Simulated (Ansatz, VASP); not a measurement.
Ti3SiN3: VASP beside Ansatz

```
CELL_PARAMETERS angstrom
3.00286 0.00000 0.00000
0.00000 3.00286 0.00000
0.00000 0.00000 19.75849
ATOMIC_POSITIONS crystal
Ti 0.50000 0.50000 0.20244
Ti 0.00000 0.00000 0.30725
Ti 0.50000 0.50000 0.40768
N 0.00000 0.00000 0.20244
N 0.50000 0.50000 0.30557
N 0.00000 0.00000 0.41797
Si 0.37500 0.37500 0.55011
```

Alike in both runs: functional PBE; k mesh 9 × 9 × 1; occupations gaussian, width 0.1 eV; no spin polarisation.

Ansatz relaxed the structure, and its values are those at the end. VASP's run is a single point on that final structure, the one shown.

```csv
,VASP,Ansatz
version,VASP 6.6.1,Ansatz 0.2.0
potentials or method,"VASP PAW PBE potentials, release 64 (Ti_sv, N, Si)","scalar-relativistic, plane waves, PAW"
plane-wave cutoff (eV),520,420
valence electrons in the cell,55,55
```

|  | VASP | Ansatz | Ansatz less VASP |
| --- | --- | --- | --- |
| gap on the k mesh at the Fermi level (eV) | none | none | - |
| rms of the force components (eV/Å) | 0.644 | 0.644 | -0.0009 |

A gap of «none» marks a metal or a gap that the smearing closes. With one functional, cell and mesh, what is left measures potentials, basis and numerics. Ansatz warned: «vacuum_density_over_bound».
